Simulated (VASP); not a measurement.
# Ti2Te2P: structure and properties in VASP

What structure and properties does r2SCAN give Ti2Te2P, and how near are they to the measured ones? The steps: relaxing cell and atoms (r2SCAN), single point with fields (r2SCAN), band structure (r2SCAN), density of states (r2SCAN), independent-particle dielectric function (r2SCAN), zone-centre phonons (r2SCAN) and bands along the symmetry lines (r2SCAN), changed input. The start is a computed cell from the Materials Project.

Method: r2SCAN, no spin polarisation; plane waves and PAW (Ti_sv, Te, P), in VASP 6.6.1.

**What experiment says.**

“Selective and low temperature transition metal intercalation in layered tellurides” (2016, pmc:5171714) reports for Ti2PTe2, 3R-Ta2CS2 type, by powder X-ray diffraction (polycrystalline host from solid state reaction): lattice constant a (a, hexagonal setting) 3.63949 ± 6e-05 Å; lattice constant c (c, hexagonal setting) 28.4885 ± 0.0004 Å.

Report form: the programs' logs are mostly left out.

### Step 1. Starting point

Before any relaxation, the start is as follows. It takes space group R-3m (No. 166, trigonal). The conventional cell has a = 3.650 Å, b = 3.650 Å, c = 29.833 Å, α = 90.00°, β = 90.00°, γ = 120.00°. Ti has 3 P at 2.49 Å and 3 Te at 2.78 Å nearest. Nearest to Te lie 3 Ti at 2.78 Å. P has 6 Ti at 2.49 Å nearest. Farther neighbours and most contacts between anions are not listed.

### Step 2. Relaxing cell and atoms (r2SCAN)

Properties are meant for the cell that this level of theory prefers, so cell and atoms are relaxed first (ISIF = 3) until forces and stress are small; EDIFFG sets the threshold. r2SCAN adds the kinetic-energy density, costs more than a GGA and is run with LASPH.

The input, INCAR:

```
SYSTEM = Ti2Te2P
PREC = Accurate
ENCUT = 400
EDIFF = 1E-06
NELM = 100
ISMEAR = 0
SIGMA = 0.05
LREAL = .FALSE.
ALGO = Normal
METAGGA = R2SCAN
LASPH = .TRUE.
NBANDS = 26
LORBIT = 11
LWAVE = .FALSE.
LCHARG = .FALSE.
KPAR = 4
IBRION = 2
NSW = 60
ISIF = 3
EDIFFG = -0.01
```

The input, POSCAR:

```
Ti2Te2P
1.0
    1.8251794314      3.1613035080      0.0000000000
   -1.8251794314      3.1613035080      0.0000000000
    0.0000000000     -2.1075356720      9.9444565052
Ti Te P
2 2 1
Direct
    0.6221626300      0.6221626300      0.8664878900
    0.3778373700      0.3778373700      0.1335121100
    0.2282527500      0.2282527500      0.6847582500
    0.7717472500      0.7717472500      0.3152417500
    0.0000000000      0.0000000000      0.0000000000
```

The input, KPOINTS:

```
Automatic mesh
0
Gamma
8 8 8
0 0 0
```

PAW data sets: Ti_sv, Te and P (PBE family, release 64).

The run is started by

```bash
> mpirun -np 4 vasp_std
```

It took 7.4 min on 4 MPI ranks of Intel Xeon 6975P-C (Granite Rapids), shared host; peak memory 1.1 GiB.

This run has no spin polarisation, although Ti can carry a moment. Its electron count is odd, so without a moment it is a metal by construction. The bonds form layers, held to each other by dispersion, which r2SCAN holds only at short range, so the spacing between them may come out too wide. The PAW data sets were made with PBE, which is usual practice but a small mismatch for other functionals. The run keeps the 12 symmetry operations of its start, so it cannot find a distortion of lower symmetry.

Step by step:

| step | energy less that of the first step (eV) | largest force (eV/Å) | pressure (GPa) | volume (Å³) |
| --- | --- | --- | --- | --- |
| 1 | 0.0000 | 0.0584 | -0.05 | 114.76 |
| 2 | -0.0003 | 0.0125 | -0.04 | 114.65 |
| 3 | -0.0003 | 0.0084 | -0.03 | 114.62 |
| 4 | -0.0003 | 0.0072 | -0.03 | 114.62 |
| 5 | -0.0003 | 0.0136 | 0.02 | 114.54 |
| 6 | -0.0003 | 0.0170 | 0.04 | 114.50 |
| 7 | -0.0004 | 0.0167 | 0.04 | 114.49 |
| 8 | -0.0004 | 0.0147 | 0.01 | 114.47 |
| 9 | -0.0005 | 0.0122 | -0.03 | 114.44 |
| 10 | -0.0005 | 0.0131 | -0.04 | 114.42 |
| 11 | -0.0005 | 0.0117 | -0.04 | 114.39 |
| 12 | -0.0006 | 0.0091 | -0.02 | 114.29 |

| conventional cell, symmetrised | before | after | change |
| --- | --- | --- | --- |
| a (Å) | 3.650 | 3.651 | +0.0 % |
| b (Å) | 3.650 | 3.651 | +0.0 % |
| c (Å) | 29.833 | 29.701 | -0.4 % |
| volume (Å³/atom) | 22.95 | 22.86 | -0.4 % |

The atoms that moved most (Å, as changes of fractional coordinates times the final cell):

| atom | dx | dy | dz | length |
| --- | --- | --- | --- | --- |
| Te3 | 0.000 | 0.000 | -0.012 | 0.012 |
| Te4 | 0.000 | 0.000 | 0.012 | 0.012 |

Final coordinates:

```xyz
5
Lattice="1.8255 3.1619 0.0000 -1.8255 3.1619 0.0000 0.0000 -2.1079 9.9004" Properties=species:S:1:pos:R:3 pbc="T T T"
Ti    0.0000    2.1079    8.5779
Ti    0.0000    2.1079    1.3225
Te    0.0000    0.0000    6.7674
Te    0.0000    4.2158    3.1330
P     0.0000    0.0000    0.0000
```

Numbers from this step:

| Property | Result |
| --- | --- |
| electrons | 41 |
| bands | 26 |
| irreducible k-points | 65 |
| symmetry operations | 12 |
| free energy (TOTEN) | -90.8782 eV |
| energy at zero smearing | -90.8768 eV |
| Fermi energy | 7.036 eV |
| pressure | -0.02375 GPa |
| metallic | yes |
| SCF cycles over all ionic steps | 81 |

It ends with a largest force of 0.009 eV/Å and a pressure of -0.02 GPa.

### Step 3. Single point with fields (r2SCAN)

A single point on the relaxed cell gives a clean self-consistent state, with density, ELF and potential written out.

INCAR: that of step 2 with these lines changed.

```diff
@@ -14,7 +14,5 @@
 LWAVE = .FALSE.
-LCHARG = .FALSE.
-KPAR = 4
-IBRION = 2
-NSW = 60
-ISIF = 3
-EDIFFG = -0.01
+LCHARG = .TRUE.
+ISIF = 2
+LELF = .TRUE.
+LVHAR = .TRUE.
```

The input, POSCAR:

```
Ti2Te2P
1.0
    1.8255097304      3.1618756026      0.0000000000
   -1.8255097304      3.1618756026      0.0000000000
    0.0000000000     -2.1079170684      9.9003859843
Ti Te P
2 2 1
Direct
    0.6221403776      0.6221403776      0.8664211327
    0.3778596224      0.3778596224      0.1335788673
    0.2278490104      0.2278490104      0.6835470311
    0.7721509896      0.7721509896      0.3164529689
    0.0000000000      0.0000000000      0.0000000000
```

KPOINTS is that of step 2.

The run is started by

```bash
> mpirun -np 4 vasp_std
```

Run time: 82 s. Hardware: 4 MPI ranks; peak memory 0.76 GiB.

This step gave:

```
SCF cycles              : 16
bands                   : 28
free energy (TOTEN)     : -90.8777 eV
energy at zero smearing : -90.8763 eV
pressure                : -0.02217 GPa
```

Valence electrons inside each PAW sphere by angular momentum. Sphere charges, by row:

| atom | s (e) | p (e) | d (e) | tot (e) |
| --- | --- | --- | --- | --- |
| Ti1 | 2.159 | 6.138 | 1.891 | 10.19 |
| Ti2 | 2.159 | 6.138 | 1.891 | 10.19 |
| Te3 | 1.394 | 2.028 | 0.039 | 3.461 |
| Te4 | 1.394 | 2.028 | 0.039 | 3.461 |
| P5 | 1.023 | 1.598 | 0 | 2.621 |

ELF in the ac plane of the conventional cell at fractional y = 0.000, with atoms of Ti and Te and P within 0.2 Å of it. It is the smooth field of the valence electrons, not physical close to the nuclei.

Values, 24 rows by 14 columns, each cell a mean:
```
0.62 0.67 0.72 0.66 0.50 0.29 0.17 0.14 0.20 0.37 0.56 0.70 0.71 0.65
0.19 0.20 0.22 0.28 0.33 0.37 0.41 0.42 0.40 0.36 0.32 0.26 0.21 0.19
0.05 0.09 0.24 0.48 0.68 0.78 0.82 0.83 0.81 0.75 0.62 0.39 0.17 0.07
0.09 0.08 0.10 0.16 0.28 0.40 0.47 0.49 0.45 0.35 0.24 0.13 0.09 0.09
0.85 0.84 0.79 0.70 0.54 0.30 0.11 0.06 0.16 0.40 0.60 0.74 0.82 0.85
0.61 0.69 0.79 0.83 0.80 0.62 0.35 0.24 0.43 0.71 0.82 0.82 0.75 0.65
0.55 0.56 0.54 0.47 0.35 0.21 0.13 0.10 0.15 0.26 0.39 0.50 0.55 0.56
0.11 0.14 0.24 0.35 0.45 0.50 0.51 0.51 0.51 0.48 0.42 0.31 0.19 0.13
0.49 0.44 0.31 0.25 0.31 0.48 0.59 0.62 0.57 0.42 0.28 0.25 0.36 0.46
0.49 0.45 0.34 0.27 0.30 0.42 0.49 0.51 0.48 0.37 0.28 0.28 0.38 0.47
0.11 0.17 0.34 0.54 0.69 0.77 0.79 0.79 0.78 0.75 0.65 0.47 0.26 0.14
0.02 0.03 0.08 0.17 0.29 0.39 0.43 0.44 0.42 0.35 0.24 0.13 0.06 0.03
0.03 0.05 0.11 0.23 0.37 0.48 0.53 0.54 0.52 0.45 0.32 0.18 0.08 0.04
0.11 0.17 0.34 0.54 0.69 0.76 0.78 0.78 0.77 0.74 0.65 0.47 0.26 0.15
0.61 0.55 0.38 0.24 0.23 0.34 0.44 0.46 0.41 0.29 0.22 0.27 0.45 0.58
0.37 0.33 0.27 0.28 0.39 0.56 0.65 0.68 0.63 0.50 0.34 0.26 0.29 0.35
0.13 0.16 0.23 0.31 0.38 0.41 0.42 0.42 0.42 0.40 0.36 0.28 0.20 0.14
0.62 0.63 0.62 0.56 0.44 0.27 0.15 0.12 0.18 0.34 0.49 0.59 0.63 0.63
0.63 0.70 0.80 0.84 0.80 0.61 0.33 0.23 0.42 0.71 0.82 0.83 0.77 0.67
0.78 0.76 0.70 0.59 0.44 0.23 0.08 0.05 0.12 0.31 0.50 0.64 0.73 0.77
0.05 0.05 0.09 0.21 0.36 0.49 0.57 0.60 0.55 0.45 0.30 0.16 0.07 0.05
0.05 0.09 0.25 0.48 0.68 0.78 0.82 0.82 0.81 0.75 0.62 0.40 0.17 0.07
0.28 0.27 0.27 0.27 0.27 0.28 0.31 0.32 0.30 0.27 0.27 0.26 0.27 0.27
0.54 0.63 0.74 0.72 0.58 0.36 0.21 0.17 0.25 0.45 0.64 0.74 0.71 0.59
```
Columns run along a (3.7 Å), rows up along c (29.7 Å), edges of the conventional cell, whose origin can differ from the input's. Atoms in or near the plane, at fractional coordinates: Ti at (0.00, 0.62), Ti at (0.00, 0.38), Te at (0.00, 0.23), Te at (0.00, 0.77), P at (0.00, 0.00).

Valence density in the ac plane of the conventional cell at fractional y = 0.000, with atoms of Ti and Te and P within 0.2 Å of it. It is the smooth field of the valence electrons, not physical close to the nuclei.

Ten steps, logarithmic in the rise over the least value, from '0' (-0.08 × 1e0 e/Å³) to '9' (6.71 × 1e0 e/Å³), each cell a mean:
```
44444333334444
22233344333322
22233444443322
22222222222222
44433222223344
03444333334442
44333333333334
22333444443322
98643333334578
98643333333578
22333444443332
22222222222222
22222233322222
23333444443332
99753333334589
87643444434467
22233444433322
44443333333444
03444332334442
43332222223334
22222233322222
22233444443322
33333334333333
44544333334554
```
Columns run along a (3.7 Å), rows up along c (29.7 Å), edges of the conventional cell, whose origin can differ from the input's. Atoms in or near the plane, at fractional coordinates: Ti at (0.00, 0.62), Ti at (0.00, 0.38), Te at (0.00, 0.23), Te at (0.00, 0.77), P at (0.00, 0.00).

Electrostatic potential energy in the ac plane of the conventional cell at fractional y = 0.000, with atoms of Ti and Te and P within 0.2 Å of it. With pseudopotentials it is smooth inside the atoms' cores, unlike the true potential.

Values in eV, 24 rows by 14 columns, each cell a mean:
```
-36 -32 -19  -6  -2  -2  -2  -3  -2  -2  -3  -9 -25 -34
  3   3   2   1   0  -2  -3  -4  -3  -2   0   2   3   3
  4   3   3   1  -1  -3  -6  -7  -5  -2   0   2   3   4
  4   4   4   4   3   3   3   2   3   3   4   4   4   4
-21 -18 -10  -2   2   3   4   4   4   3   1  -4 -13 -19
-69 -68 -59 -31  -7   0   2   2   1  -2 -13 -43 -64 -69
 -8  -6  -3  -1  -1  -2  -3  -3  -3  -2  -1  -1  -4  -7
  2   2   2   1  -1  -3  -4  -5  -4  -2   0   1   2   2
-40 -36 -24 -11  -3  -1  -1   0  -1  -2  -5 -16 -29 -38
-40 -36 -24 -11  -3  -1   0   1   0  -1  -5 -15 -29 -38
  3   2   2   1  -1  -3  -6  -7  -5  -2   0   1   2   2
  4   4   4   4   3   3   2   2   3   3   4   4   4   4
  4   4   4   4   3   2   1   1   2   2   3   4   4   4
  1   2   1   1  -1  -3  -6  -7  -5  -2  -1   1   1   2
-49 -44 -31 -14  -4   0   1   1   1  -1  -6 -20 -37 -47
-31 -27 -18  -8  -2  -1  -1  -1  -1  -2  -4 -11 -22 -29
  2   2   2   1  -1  -3  -4  -5  -4  -2   0   1   2   2
-17 -14  -8  -3  -1  -1  -2  -2  -2  -1  -2  -4 -10 -16
-69 -69 -60 -31  -7   0   2   3   2  -2 -13 -43 -65 -69
-11  -8  -3   1   3   4   4   4   4   3   2   0  -5 -10
  4   4   4   4   3   2   2   1   2   2   3   4   4   4
  4   3   3   1  -1  -4  -6  -7  -5  -3   0   2   3   4
  3   3   2   1  -1  -2  -4  -4  -3  -2   0   1   2   3
-45 -41 -27  -9  -3  -1  -1  -2  -1  -2  -4 -14 -34 -43
```
Columns run along a (3.7 Å; values clipped at the 3rd and 97th percentile), rows up along c (29.7 Å), edges of the conventional cell, whose origin can differ from the input's. Atoms in or near the plane, at fractional coordinates: Ti at (0.00, 0.62), Ti at (0.00, 0.38), Te at (0.00, 0.23), Te at (0.00, 0.77), P at (0.00, 0.00).

In this run the pressure is -0.02 GPa, small enough to go on.

### Step 4. Band structure (r2SCAN)

Levels along the symmetry lines show where the bands peak and cross; KPOINTS_OPT computes them in the converged potential.

INCAR: that of step 3 with these lines changed.

```diff
@@ -11,8 +11,6 @@
 LASPH = .TRUE.
-NBANDS = 26
+NBANDS = 35
 LORBIT = 11
 LWAVE = .FALSE.
-LCHARG = .TRUE.
-ISIF = 2
-LELF = .TRUE.
-LVHAR = .TRUE.
+LCHARG = .FALSE.
+KPAR = 4
```

POSCAR is that of step 3.

KPOINTS is that of step 3.

The input, KPOINTS_OPT:

```
Line mode
16
Line-mode
Reciprocal
  0.00000000   0.00000000   0.00000000 GAMMA
  0.00000000   0.50000000   0.00000000 L

  0.00000000   0.50000000   0.00000000 L
 -0.34844393   0.32577804   0.17422196 B1

 -0.32577804   0.32577804   0.50000000 B
  0.00000000   0.00000000   0.50000000 Z

  0.00000000   0.00000000   0.50000000 Z
  0.00000000   0.00000000   0.00000000 GAMMA

  0.00000000   0.00000000   0.00000000 GAMMA
 -0.33711098   0.33711098   0.00000000 X

 -0.33711098   0.32577804   0.33711098 Q
 -0.50000000   0.00000000   0.50000000 F

 -0.50000000   0.00000000   0.50000000 F
 -0.48866705   0.00000000   0.66288902 P1

 -0.48866705   0.00000000   0.66288902 P1
  0.00000000   0.00000000   0.50000000 Z

  0.00000000   0.50000000   0.00000000 L
  0.00000000   0.48866705   0.33711098 P
```

The run is started by

```bash
> mpirun -np 4 vasp_std
```

Elapsed: 3.3 min, on 4 MPI ranks; peak memory 1.5 GiB.

Spin-orbit coupling is off here; with elements this heavy it splits and shifts levels by tenths of an eV or more. The cell is typed on its shortest vectors, so the axes of tensors and the coordinates of k-points follow the printed cell and not the standard setting.

Numbers from this step:

| Item | Value |
| --- | --- |
| SCF cycles | 15 |
| bands | 35 |
| pressure | 0.01949 GPa |

The electronic bands at the labelled points (eV, zero at the Fermi level; # counts the bands kept):

| point | #6 | #7 | #8 | #9 | #10 | #11 | #12 | #13 |
| --- | --- | --- | --- | --- | --- | --- | --- | --- |
| Γ | -0.85 | -0.34 | -0.09 | -0.09 | 0.24 | 1.10 | 1.10 | 1.41 |
| 0.47 of the way | -2.11 | -1.15 | -1.00 | -0.59 | -0.31 | 0.84 | 1.08 | 1.50 |
| L | -2.84 | -1.51 | -1.34 | -1.08 | -0.80 | 1.41 | 1.41 | 1.44 |
| 0.47 of the way | -2.72 | -2.19 | -2.13 | -1.74 | -0.10 | 1.39 | 1.51 | 1.59 |
| B1 | -3.26 | -2.82 | -2.19 | -2.16 | 0.98 | 0.98 | 1.08 | 1.70 |
| jump to B | -3.26 | -2.82 | -2.19 | -2.16 | 0.98 | 0.98 | 1.08 | 1.70 |
| 0.47 of the way | -1.93 | -1.74 | -1.56 | -1.30 | 0.18 | 0.38 | 1.42 | 1.74 |
| Z | -0.83 | -0.83 | -0.09 | -0.09 | 0.57 | 1.07 | 1.07 | 1.36 |
| 0.47 of the way | -0.84 | -0.84 | -0.09 | -0.09 | 0.48 | 1.08 | 1.08 | 1.38 |
| Γ | -0.85 | -0.34 | -0.09 | -0.09 | 0.24 | 1.10 | 1.10 | 1.41 |
| 0.53 of the way | -2.42 | -1.70 | -1.66 | -1.44 | 0.44 | 0.55 | 1.40 | 1.49 |
| X | -3.26 | -2.82 | -2.21 | -2.15 | 0.95 | 1.05 | 1.05 | 1.70 |
| jump to Q | -3.26 | -2.82 | -2.21 | -2.15 | 0.95 | 1.05 | 1.05 | 1.70 |
| 0.53 of the way | -2.49 | -2.43 | -2.17 | -1.83 | 0.12 | 1.33 | 1.43 | 1.53 |
| F | -2.52 | -2.31 | -1.23 | -0.95 | -0.77 | 1.42 | 1.44 | 1.44 |
| 0.47 of the way | -2.59 | -2.21 | -1.24 | -0.94 | -0.78 | 1.42 | 1.43 | 1.45 |
| P1 | -2.68 | -2.00 | -1.27 | -0.90 | -0.83 | 1.41 | 1.42 | 1.45 |
| 0.47 of the way | -2.04 | -1.28 | -1.12 | -0.58 | -0.56 | 0.89 | 1.19 | 1.54 |
| Z | -0.83 | -0.83 | -0.09 | -0.09 | 0.57 | 1.07 | 1.07 | 1.36 |
| jump to L | -2.84 | -1.51 | -1.34 | -1.08 | -0.80 | 1.41 | 1.41 | 1.44 |
| 0.47 of the way | -2.80 | -1.67 | -1.32 | -0.98 | -0.83 | 1.41 | 1.42 | 1.44 |
| P | -2.68 | -2.00 | -1.27 | -0.90 | -0.83 | 1.41 | 1.42 | 1.45 |

Of the projections kept (Ti, Te, P), the largest for each band there; the rest of the weight can lie on other orbitals:

| point | #6 | #7 | #8 | #9 | #10 | #11 | #12 | #13 |
| --- | --- | --- | --- | --- | --- | --- | --- | --- |
| Γ | Ti 0.73 | Te 0.63 | Ti 0.99 | Ti 0.99 | Ti 0.97 | Ti 0.69 | Ti 0.69 | Ti 0.49 |
| L | Te 0.65 | Te 0.71 | Te 0.56 | Ti 0.87 | Te 0.73 | Ti 0.94 | Ti 0.95 | Ti 0.99 |
| B1 | Te 0.76 | Ti 0.42 | Te 0.58 | Te 0.60 | Ti 0.91 | Ti 0.91 | Ti 0.93 | Ti 0.96 |
| B | Te 0.76 | Ti 0.42 | Te 0.58 | Te 0.60 | Ti 0.91 | Ti 0.91 | Ti 0.93 | Ti 0.96 |
| Z | Ti 0.73 | Ti 0.73 | Ti 0.99 | Ti 0.99 | Ti 0.88 | Ti 0.57 | Ti 0.57 | Ti 0.61 |
| Γ | Ti 0.73 | Te 0.63 | Ti 0.99 | Ti 0.99 | Ti 0.97 | Ti 0.69 | Ti 0.69 | Ti 0.49 |

There is no gap at this level.

### Step 5. Density of states (r2SCAN)

Here the states are counted by energy and projected on the atoms. The mesh is finer than in the run before.

INCAR: that of step 4 with these lines changed.

```diff
@@ -5,3 +5,3 @@
 NELM = 100
-ISMEAR = 0
+ISMEAR = -5
 SIGMA = 0.05
@@ -16 +16,2 @@
 KPAR = 4
+NEDOS = 2001
```

POSCAR is that of step 4.

The input, KPOINTS:

```
Automatic mesh
0
Gamma
12 12 12
0 0 0
```

The run is started by

```bash
> mpirun -np 4 vasp_std
```

Elapsed: 3.6 min, on 4 MPI ranks; peak memory 2.1 GiB.

With tetrahedra the forces and stress of a metal are not exact derivatives of the energy.

Numbers from this step:

* SCF cycles: 16
* irreducible k-points: 189
* free energy (TOTEN): -90.8826 eV
* Fermi energy: 7.057 eV
* pressure: 0.01514 GPa
* DOS at the Fermi level: 2.186 states/eV/cell

The density of states has structure finer than the step of the table below, so its rows give means over 0.5 eV, whole bins alone (the curve runs from -12.0 to 2.49 eV). Peaks (eV: height): total 1.43: 11.2, 1.58: 12.5, 1.81: 11.8, 2.04: 14.3; Ti d 1.43: 8.31, 1.58: 9.37, 1.81: 8.59, 2.04: 10.00; Te p -2.58: 1.24, -2.28: 1.53, -1.98: 1.54, 2.04: 1.13; P p -5.31: 0.488, -4.47: 1.17, -3.19: 1.40, 2.04: 0.220; Ti p -11.14: 0.128, -4.47: 0.253, -3.26: 0.166, -1.98: 0.0912.

States under -12.0 eV and over 2.5 eV are left out. Density of states against energy, zero at the Fermi level; means over each step; 7 of 9 lines; values in states/eV/cell:

| energy (eV) | total | Ti d | Te p | P p | Ti p | Ti s | Te s |
| --- | --- | --- | --- | --- | --- | --- | --- |
| -11.5 | 2.41 | 0.0324 | 0.0134 | 0.00302 | 0.0457 | 0.0359 | 0.885 |
| -11.0 | 5.45 | 0.145 | 0.0202 | 0.00208 | 0.0888 | 0.0240 | 2.32 |
| -10.5 | 1.71 | 0.0330 | 0.00765 | 4.1e-4 | 0.0149 | 0.00202 | 1.07 |
| -10.0 | 0 | 0 | 0 | 0 | 0 | 0 | 0 |
| -9.5 | 0 | 0 | 0 | 0 | 0 | 0 | 0 |
| -9.0 | 0 | 0 | 0 | 0 | 0 | 0 | 0 |
| -8.5 | 0 | 0 | 0 | 0 | 0 | 0 | 0 |
| -8.0 | 0 | 0 | 0 | 0 | 0 | 0 | 0 |
| -7.5 | 0 | 0 | 0 | 0 | 0 | 0 | 0 |
| -7.0 | 0 | 0 | 0 | 0 | 0 | 0 | 0 |
| -6.5 | 0 | 0 | 0 | 0 | 0 | 0 | 0 |
| -6.0 | 0.304 | 0.0216 | 0.0237 | 0.0510 | 0.00395 | 0.0259 | 0.00319 |
| -5.5 | 1.65 | 0.131 | 0.112 | 0.294 | 0.0312 | 0.121 | 0.0230 |
| -5.0 | 2.21 | 0.197 | 0.208 | 0.366 | 0.0509 | 0.116 | 0.0356 |
| -4.5 | 4.59 | 0.358 | 0.806 | 0.550 | 0.152 | 0.110 | 0.0646 |
| -4.0 | 2.34 | 0.294 | 0.465 | 0.242 | 0.0666 | 0.0235 | 0.0151 |
| -3.5 | 4.01 | 0.769 | 0.583 | 0.617 | 0.101 | 0.0212 | 0.0187 |
| -3.0 | 4.41 | 0.901 | 0.780 | 0.588 | 0.0871 | 0.0165 | 0.0199 |
| -2.5 | 3.78 | 0.667 | 1.10 | 0.130 | 0.0611 | 0.0201 | 0.0442 |
| -2.0 | 4.46 | 0.819 | 1.38 | 0.133 | 0.0779 | 0.0241 | 0.0720 |
| -1.5 | 4.03 | 0.925 | 1.25 | 0.0857 | 0.0653 | 0.0209 | 0.0456 |
| -1.0 | 3.10 | 0.994 | 0.821 | 0.0467 | 0.0398 | 0.0132 | 0.0205 |
| -0.5 | 2.21 | 0.875 | 0.426 | 0.0461 | 0.0299 | 0.00731 | 0.0105 |
| 0.0 | 2.12 | 1.12 | 0.221 | 0.0366 | 0.0147 | 0.00795 | 0.00770 |
| 0.5 | 1.71 | 1.04 | 0.138 | 0.0296 | 0.00755 | 0.00491 | 0.00436 |
| 1.0 | 3.67 | 2.60 | 0.215 | 0.0420 | 0.0122 | 0.00651 | 0.00705 |
| 1.5 | 8.83 | 6.53 | 0.419 | 0.108 | 0.0364 | 0.0453 | 0.0414 |
| 2.0 | 8.31 | 5.68 | 0.730 | 0.158 | 0.0535 | 0.0834 | 0.0341 |

The finer mesh and the other smearing move the Fermi level by +0.02 eV from the 8×8×8 run, a small shift, which tests the Fermi level alone. Of the states within 0.3 eV of the Fermi level, the largest shares in the PAW spheres are Ti d 53 % and Te p 10 %. The rest lies in smaller channels or between the spheres.

[end of part 1 of 2]

[Lines on the potential files, build, host, timing and source positions are cut from VASP's logs without a mark.]

[Logs are printed without paths, hosts, clocks, repeated set-up lines and the standing remarks that a program may print on its own settings, such as how far it seeks lower states.]

[Hosts, paths, dates, database ids (printed as entryN), source tags and the programs' standing remarks are cut or masked in the printed files.]

[A measured line is paired with the nearest computed mode of its activity, which favours agreement.]
